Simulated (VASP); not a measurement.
Consider the following.

```
AlRu
1.0
    2.98250     0.00000     0.00000
    0.00000     2.98250     0.00000
    0.00000     0.00000     2.98250
Al Ru
1 1
Direct
  0.00000   0.00000   0.00000
  0.50000   0.50000   0.50000
```

Level of theory: PBE GGA, VASP's PBE PAW potentials (set 64) (plane waves; VASP 6.6.1). Run with 300 eV cut-off, 9×9×9 Γ-centred mesh, first-order Methfessel-Paxton smearing of 0.27 eV, potentials Al Ru_pv.

At this cut-off the stress carries a Pulay error, which pulls relaxed volumes low.

Task: Predict the energy per atom (σ→0), pressure, band gap (on the k-mesh) with the smallest direct gap where there is one.

Result: 
```
Property                                                    Result
------------------------  ----------------------------------------
band gap (on the k-mesh)  none (metal, semimetal or under 0.01 eV)
energy per atom (σ→0)                               -7.121 eV/atom
pressure                                                  4.11 GPa
```

The structure comes from a computed database's AlRu entry; how it stands against other phases isn't given here. The cell was not relaxed at this level. The electron count is odd and the run is not spin-polarised, which forces a metal.
